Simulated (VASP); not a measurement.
Output of a VASP run:

OSZICAR:
```
       N       E                     dE             d eps       ncg     rms          rms(c)
DAV:   1     0.115733766116E+03    0.11573E+03   -0.74172E+03   392   0.113E+03
DAV:   2    -0.890049333098E+01   -0.12463E+03   -0.11677E+03   444   0.310E+02
DAV:   3    -0.143022707813E+02   -0.54018E+01   -0.53661E+01   488   0.681E+01
DAV:   4    -0.144640589972E+02   -0.16179E+00   -0.16164E+00   516   0.110E+01
DAV:   5    -0.144664877509E+02   -0.24288E-02   -0.24286E-02   508   0.141E+00    0.845E+00
DAV:   6    -0.128113256651E+02    0.16552E+01   -0.80800E+00   432   0.268E+01    0.347E+00
DAV:   7    -0.127825066064E+02    0.28819E-01   -0.64644E-01   504   0.782E+00    0.173E+00
DAV:   8    -0.127811004551E+02    0.14062E-02   -0.75483E-02   440   0.312E+00    0.402E-01
DAV:   9    -0.127792940147E+02    0.18064E-02   -0.22302E-02   476   0.127E+00    0.132E-01
DAV:  10    -0.127797051703E+02   -0.41116E-03   -0.19533E-03   404   0.445E-01    0.243E-02
DAV:  11    -0.127797589351E+02   -0.53765E-04   -0.29710E-04   516   0.146E-01    0.262E-02
DAV:  12    -0.127797474533E+02    0.11482E-04   -0.46800E-05   428   0.770E-02    0.371E-03
DAV:  13    -0.127797471867E+02    0.26664E-06   -0.34352E-06   472   0.179E-02
   1 F= -.12779747E+02 E0= -.12779747E+02  d E =-.896886E-12
```

**OUTCAR**
```
------------------------ aborting loop because EDIFF is reached ----------------------------------------
  FORCE on cell =-STRESS in cart. coord.  units (eV):
  Direction    XX          YY          ZZ          XY          YZ          ZX
  --------------------------------------------------------------------------------------
  Total        0.8160201      0.8160201      0.8160201      0.0000000     -0.0000000     -0.0000000
  in kB       49.4436559     49.4436559     49.4436559      0.0000000     -0.0000000     -0.0000000
  external PRESSURE =      49.4436559 kB  Pullay stress =       0.0000000 kB
  volume of cell :       26.44
      direct lattice vectors                 reciprocal lattice vectors
     0.000000000  2.364596000  2.364596000    -0.211452612  0.211452612  0.211452612
     2.364596000  0.000000000  2.364596000     0.211452612 -0.211452612  0.211452612
     2.364596000  2.364596000  0.000000000     0.211452612  0.211452612 -0.211452612
  FREE ENERGIE OF THE ION-ELECTRON SYSTEM (eV)
  ---------------------------------------------------
  free  energy   TOTEN  =       -12.7797471867 eV

  energy  without entropy=      -12.7797471867  energy(sigma->0) =      -12.77974719
```
(Selected blocks of OUTCAR.)

**POSCAR**
```
CaO
1
    0.0000000000     2.3645960000     2.3645960000
    2.3645960000     0.0000000000     2.3645960000
    2.3645960000     2.3645960000     0.0000000000
Ca O
1 1
Direct
  0.0000000000   0.0000000000   0.0000000000
  0.5000000000   0.5000000000   0.5000000000
```

### Question
Reconstruct the remaining input files.

### Answer
Several could match; the one computed here: the input of the run itself, PBE GGA, plane waves, VASP's PBE PAW potentials (set 64).

### INCAR
```
SYSTEM = CaO
PREC = Accurate; ENCUT = 400; LREAL = F
LASPH = T
EDIFF = 1E-6; NELM = 100; ALGO = Normal
ISMEAR = -1; SIGMA = 0.02
GGA = PE
ISIF = 2
LWAVE = F; LCHARG = F
```

### KPOINTS
```
Automatic mesh
0
Gamma
  6 6 6
```

POTCAR, in this order: Ca_sv O (PBE.64 set). Program: vasp_std.

At this cut-off the stress carries a Pulay error, which pulls relaxed volumes low.

The structure is a typed CaO crystal. The cell was not relaxed at this level.
